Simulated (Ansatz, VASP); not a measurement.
# W2CSO (W2COS MXene monolayer): VASP beside Ansatz

Aim: how closely do two programs agree when they are given the same cell, functional and k mesh? Of the first pair: The structure shown is the start of the Ansatz relaxation below; VASP solves that cell, so the two are compared at the walk's first step.

Method: plane waves, with VASP 6.6.1 beside it; single point at LDA, in Ansatz 0.2.0.

## 1. Set-up

The cell holds 5 atoms: 1 S, 2 W, 1 C and 1 O. Cell: a = 3.125 Å, b = 3.125 Å, c = 41.617 Å, α = 90.0°, β = 90.0°, γ = 120.0°. Vacuum lies along c.

## 2. Ansatz: relaxation, LDA

Ansatz runs on its default PAW (the set named soft_2) files.

The two programs are compared at the cell with which this relaxation starts, whose forces are those of its first step.

input.yaml

```yaml
crystal:
  lattice:
    - [3.125408, 0.0, 0.0]
    - [-1.562704, 2.7066827252, 0.0]
    - [0.0, 0.0, 41.6172382408]
  atoms:
    - { symbol: S, position: [0.3333333333, 0.6666666667, 0.4361173583] }
    - { symbol: W, position: [0.6666666667, 0.3333333333, 0.477971162] }
    - { symbol: C, position: [0.0, 0.0, 0.5076031794] }
    - { symbol: W, position: [0.3333333333, 0.6666666667, 0.5372351969] }
    - { symbol: O, position: [0.6666666667, 0.3333333333, 0.5638826417] }
  periodic: [true, true, false]
kpoints:
  mp_grid: { grid: [12, 12, 1] }
hamiltonian:
  xc: lda
scf:
  occupations: { method: fermi_dirac, width: 0.05 }
  convergence: { dr2_threshold: 1.0e-09 }
relax:
  f_tol: 0.004
  max_steps: 90
  cell: {}
output:
  write_potential: true
  write_density: true
  volumetric_format: npy
```

The run is started by

```
$ ansatz run input.yaml --threads 4 --pin off --max-ram 6144MiB --backend cpu --events-out ev --progress --plain --runs-dir out
```

Numbers of over 12 decimals in the logs are rounded to 6 here.

Log:

```text
Warning: relax.cell: scf.convergence.dr2_threshold = 1e-9 eV is looser than the 2.13112571672e-10 eV advised for a relaxation that steers and ends on the stress (1e-10 eV for each atom of the cell: 5, times the square of relax.cell.stress_2d_tol = 0.05 N/m over 15.3 Å (the atoms' height at the walk's start and 5 Å past either face), 3.264e-2 GPa, over a crystal's default 0.05). What an SCF threshold leaves in a stress goes as its square root, and in the free energy as the threshold itself, and one threshold admits the most on a small cell: [figures from the program's tests cut] Set scf.convergence.dr2_threshold to 2.13112571672e-10 eV or tighter. [rest of the remark cut]
Engine: ansatz 0.2.0, x86_64-unknown-linux-gnu
Pseudopotentials: kind: paw
Pseudopotential: S, paw, valence charge 6, recommended cutoff 420 eV (normal), S.paw.azcp
Pseudopotential: W, paw, valence charge 14, recommended cutoff 420 eV (normal), W.paw.azcp
Pseudopotential: C, paw, valence charge 4, recommended cutoff 420 eV (normal), C.paw.azcp
Pseudopotential: O, paw, valence charge 6, recommended cutoff 420 eV (normal), O.paw.azcp
Functional definition: SPW92
  exchange = slater_x
  correlation = pw_c
Crystal: 5 atoms, lattice volume = 352.061 Å³
Basis set: ecut = 420 eV, 6823 PW (Γ)
Bands: 27, of which v1, the nominal top of the filled ones, is band 22 counted from 1 (21 counted from 0)
Symmetry: 6 space group operations
Space group: P3m1 (ITA 156), of the structure as read, at distance tolerance 7.1e-5 Å
k-points: 19 of 144 (time reversal used)
Non-local potential: S, projectors of the file, l = 0: 2, l = 1: 2, l = 2: 2
Non-local potential: W, projectors of the file, l = 0: 3, l = 1: 2, l = 2: 2, l = 3: 1
Non-local potential: C, projectors of the file, l = 0: 2, l = 1: 2, l = 2: 1
Non-local potential: O, projectors of the file, l = 0: 2, l = 1: 2, l = 2: 1
PAW form: soft (Blöchl's): semilocal exchange-correlation on the pseudo side does not see the compensation charge
PAW frozen core: S, regenerated for the run's functional, and the local potential with it (the file was generated under x = pbe(κ = 0.804, μ = 0.219515), c = pbe(β = 0.066725))
PAW frozen core: W, regenerated for the run's functional, and the local potential with it (the file was generated under x = pbe(κ = 0.804, μ = 0.219515), c = pbe(β = 0.066725))
PAW frozen core: C, regenerated for the run's functional, and the local potential with it (the file was generated under x = pbe(κ = 0.804, μ = 0.219515), c = pbe(β = 0.066725))
PAW frozen core: O, regenerated for the run's functional, and the local potential with it (the file was generated under x = pbe(κ = 0.804, μ = 0.219515), c = pbe(β = 0.066725))
PAW one-centre angular grid: S, 110 points (default); XC on 64 Gauss nodes
PAW one-centre angular grid: W, 590 points (default); XC on 64 Gauss nodes
PAW one-centre angular grid: C, 110 points (default); XC on 64 Gauss nodes
PAW one-centre angular grid: O, 110 points (default); XC on 64 Gauss nodes
Initial density: superposition of atomic densities (neutral atoms: chi_scale 0, normalization atom), corrected by the library's trained network
Initial wavefunctions: pseudopotential atomic-orbital guess
Functional: x = slater, c = lda
SCF iter   1: F=—  HF=-21927.417504 eV  |F-HF|=—  |Δ(HF+E_count)|=         —  Δρ=4.09e-3  dr2=7.29e-2  ethr=1.77e-3  ⟨swp⟩=14.7  Hψ=4212  notcnv=0
preconditioner: auto → LDOS  [metal: Δε(μ)=0.106 eV  Ē_g=8.169 eV  σ=0.050 eV  W_gap=0.45  n_scr=24 (ndim 8)  ℏωp=10.5 eV  f_vac=0.791  D(μ)=3.02/eV (n_scr^D=16)  β→1.0]
SCF iter   2: F=—  HF=-21927.413505 eV  |F-HF|=—  |Δ(HF+E_count)|=   4.00e-3  Δρ=1.88e-3  dr2=1.03e-2  ethr=1.66e-4  ⟨swp⟩=3.6  Hψ=1473  notcnv=0
SCF iter   3: F=—  HF=-21927.412921 eV  |F-HF|=—  |Δ(HF+E_count)|=   5.83e-4  Δρ=7.43e-4  dr2=2.36e-3  ethr=2.35e-5  ⟨swp⟩=3.6  Hψ=1252  notcnv=0
SCF iter   4: F=—  HF=-21927.412596 eV  |F-HF|=—  |Δ(HF+E_count)|=   3.25e-4  Δρ=1.90e-4  dr2=1.80e-4  ethr=5.35e-6  ⟨swp⟩=2.9  Hψ=952  notcnv=0
SCF iter   5: F=—  HF=-21927.412582 eV  |F-HF|=—  |Δ(HF+E_count)|=   1.40e-5  Δρ=5.42e-5  dr2=1.19e-5  ethr=4.10e-7  ⟨swp⟩=3.5  Hψ=1127  notcnv=0
SCF iter   6: F=—  HF=-21927.412579 eV  |F-HF|=—  |Δ(HF+E_count)|=   2.86e-6  Δρ=1.32e-5  dr2=1.33e-6  ethr=2.70e-8  ⟨swp⟩=3.5  Hψ=1179  notcnv=0
[...]
SCF iter   2: F=—  HF=-21928.012945 eV  |F-HF|=—  |Δ(HF+E_count)|=   2.29e-6  Δρ=5.05e-5  dr2=6.74e-5  ethr=1.08e-7  ⟨swp⟩=2.5  Hψ=832  notcnv=0
SCF iter   3: F=—  HF=-21928.012941 eV  |F-HF|=—  |Δ(HF+E_count)|=   4.20e-6  Δρ=7.56e-6  dr2=1.31e-6  ethr=1.08e-7  ⟨swp⟩=2.9  Hψ=925  notcnv=0
SCF iter   4: F=—  HF=-21928.012934 eV  |F-HF|=—  |Δ(HF+E_count)|=   7.71e-6  Δρ=2.00e-6  dr2=3.29e-8  ethr=2.97e-9  ⟨swp⟩=3.9  Hψ=1077  notcnv=0
SCF iter   5: F=—  HF=-21928.012934 eV  |F-HF|=—  |Δ(HF+E_count)|=   8.19e-9  Δρ=8.39e-7  dr2=3.89e-9  ethr=7.49e-11  ⟨swp⟩=3.2  Hψ=1162  notcnv=0
SCF iter   6: F=-21928.012934 eV  HF=-21928.012934 eV  |F-HF|=4.00e-11  |Δ(HF+E_count)|=  1.42e-10  Δρ=2.58e-7  dr2=2.02e-10  ethr=2.27e-12  ⟨swp⟩=15.3  Hψ=5181  notcnv=0
SCF 7 converged in 6 iterations: F = -21928.012934 eV  dr2 = 2.02e-10
relax step   7: F+E_penalty+E_count = -21928.01293356 eV  Δ(F+E_penalty+E_count) = -1.876e-5 eV  max|allowed force component| = 1.859e-3 eV/Å  Δτ_max = 0.0013 Å  P = -0.006 N/m  Ω = 352.903 Å³  energy of the carried Pulay correction = -3.841e-4 eV  fix = [c, alpha, beta]  reactions: c -0.000 N/m  (6 SCF iters, accepted)
Initial wavefunctions: pseudopotential atomic-orbital guess (no wavefunctions were taken with the density)
iter 1 solved again at ethr=2.97e-7 eV; its pass at ethr=3.10e-3 eV (dr2=1.31e-4 eV) is discarded
SCF iter   1: F=—  HF=-21928.012984 eV  |F-HF|=—  |Δ(HF+E_count)|=         —  Δρ=2.07e-5  dr2=5.46e-8  ethr=2.97e-7  ⟨swp⟩=7.5  Hψ=7270  notcnv=0
eigensolver tolerance schedule: the retry pair's looser diagonalisation over-reported the residual by 2393.98 of it (diagonalisation noise at 0.30 of the residual, at the tolerance the schedule requests for it); recorded, not acted on — ethr = c·dr2/N_el stays at c = 1.0e-1
SCF iter   2: F=—  HF=-21928.013299 eV  |F-HF|=—  |Δ(HF+E_count)|=   3.16e-4  Δρ=2.54e-6  dr2=2.85e-8  ethr=1.24e-10  ⟨swp⟩=6.9  Hψ=2356  notcnv=0
SCF iter   3: F=—  HF=-21928.013298 eV  |F-HF|=—  |Δ(HF+E_count)|=   1.68e-6  Δρ=1.35e-6  dr2=1.15e-8  ethr=6.48e-11  ⟨swp⟩=3.1  Hψ=1059  notcnv=0
SCF iter   4: F=—  HF=-21928.013299 eV  |F-HF|=—  |Δ(HF+E_count)|=   1.64e-6  Δρ=5.08e-7  dr2=1.11e-9  ethr=2.27e-12  ⟨swp⟩=19.2  Hψ=6496  notcnv=0
SCF iter   5: F=-21928.013299 eV  HF=-21928.013299 eV  |F-HF|=5.97e-9  |Δ(HF+E_count)|=   2.69e-8  Δρ=9.95e-8  dr2=6.91e-11  ethr=2.27e-12  ⟨swp⟩=12.6  Hψ=4238  notcnv=0
SCF 8 converged in 5 iterations: F = -21928.013299 eV  dr2 = 6.91e-11
relax step   8: F+E_penalty+E_count = -21928.01329949 eV  Δ(F+E_penalty+E_count) = -3.659e-4 eV  max|allowed force component| = 1.858e-3 eV/Å  Δτ_max = 0.0000 Å  P = +0.002 N/m  Ω = 352.903 Å³  fix = [c, alpha, beta]  reactions: c +0.000 N/m  stress off target by 1.62e-3 N/m on what of the cell is left free  SCF on the basis re-selected at this cell (its energy is not comparable with the rows above)  (5 SCF iters)
basis re-selected at this cell: Δ(F+E_penalty+E_count) = -3.659e-4 eV, ΔP = +0.007 N/m vs the last step (what re-selecting the basis moved, of the pressure what is left beyond the Pulay correction that the steps carried, after the strain that the cell walked since its last selection, with what the two solves' SCF thresholds leave and, on support functions, any second-order correction that the steps lacked; it is no m [...]
WARN: The output density's exchange-correlation potential varies sharply where the density is thin. Do not read a vacuum level from v_tot or v_xc, or from such a field of the output density. On a cell that repeats whose density bears no net charge and no dipole along the vacuum's axis use v_es (v_loc + v_h of the components); under efield.dipole_correction with no amplitude use v_es + v_field, which holds any externa [...]
SCF converged after 5 iterations
Free energy (F): -21928.013299 eV
Harris-Foulkes:  -21928.013299 eV  (|F-HF|=5.97e-9)
Internal energy: -21928.002941 eV  (E = F + TS)
E sigma→0 (E₀):  -21928.008120 eV
Entropy (-TS):   -0.010359 eV (-2.072 meV/atom)
Fermi energy:    -5.509931 eV
--- Per-component energies (eV) ---
  E_band       = -1220.342038
  E_kinetic    = 1280.565369
  E_local      = -178389.312613  (includes V_loc(G=0)·N_el)
  E_nonlocal   = 118.882817
  E_hartree    = 88400.470771
  E_xc         = -749.279779
  E_vxc        = -721.612973  (∫ρ·V_xc dr)
  E_paw        = -17426.548002  (= ΣΔE_a)
  E_vpaw       = -309.808333  (= ΣTr[D̂ρ^β])
  E_aug_tail   = 0.002367  (compensation charges beyond the density's cutoff)
  E_ewald      = 84836.336872
  E_core_change = 0.879257  (= ΣΔE_core)
  E_smearing   = -0.010359  (= −TS)
  E_closure    = -0.000000  (closes the sum)
  Σ components = -21928.013299   (vs F -21928.013299, Δ=0.00e0)
--- Forces (eV/Å), atoms counted from 1 ---
  atom   1  S     -0.00000000     0.00000000     0.00230292
  atom   2  W      0.00000000    -0.00000000    -0.00111732
  atom   3  C     -0.00000000     0.00000000     0.00083628
  atom   4  W      0.00000000     0.00000000     0.00152469
  atom   5  O     -0.00000000    -0.00000000    -0.00132075
  max |Σ_I F_I| component: 2.23e-3 eV/Å
--- 2D stress c σ (N/m, compression-positive) ---
        0.001623      -0.000000       0.000000
       -0.000000       0.001623       0.000000
        0.000000       0.000000       0.000000
  P = ½ c Tr σ = 0.0016 N/m
--- Band table (eV; the first three rows and the last of 19) ---
  k-point 0: bands = [... 18 lower, -8.2517, -8.2517, -6.7502, -6.7502, -6.6571, -4.9323, -4.9323, -4.3703, ... 1 higher]
  k-point 1: bands = [... 18 lower, -8.4079, -8.3588, -7.3117, -6.5713, -6.1662, -4.8551, -4.7923, -4.0723, ... 1 higher]
  k-point 2: bands = [... 18 lower, -8.5045, -8.2994, -7.9046, -6.3808, -5.7501, -4.8090, -4.2929, -3.7500, ... 1 higher]
  k-point 18: bands = [... 18 lower, -10.1771, -9.9520, -6.4594, -6.2356, -5.8597, -4.1100, -3.4697, -3.2803, ... 1 higher]
  the weakly bound empty levels are not read free of the cell's end (no_gap_told)
--- Relaxed structure (7 steps of the walk, 6 accepted, 1 SCFs on fresh bases) ---
  F+E_penalty+E_count = -21928.01329949 eV   max|allowed force component| = 1.858e-3 eV/Å   (the final SCF, on the basis selected at the relaxed cell)
  cell:  # Å, volume = 352.9033 Å³
    - [3.129147, 0, 0]
    - [-1.564573, 2.709921, 0]
    - [0, 0, 41.6172382408]
  atoms:
    - { symbol: S, position: [0.333333, 0.666667, 0.441680] }
    - { symbol: W, position: [0.666667, 0.333333, 0.481067] }
    - { symbol: C, position: [0, 0, 0.507630] }
    - { symbol: W, position: [0.333333, 0.666667, 0.533248] }
    - { symbol: O, position: [0.666667, 0.333333, 0.559185] }
```

The column dr2 measures how far the density is from self-consistency, as an energy; F and HF (Harris–Foulkes) agree once it is small.

[end of part 1 of 2]

[Lines on the potential files, build, host, timing and source positions are cut from VASP's logs without a mark.]

[Logs are printed without paths, hosts, clocks, repeated set-up lines and the standing remarks that a program may print on its own settings, such as how far it seeks lower states.]

[Hosts, paths, dates, database ids (printed as entryN), source tags and the programs' standing remarks are cut or masked in the printed files.]
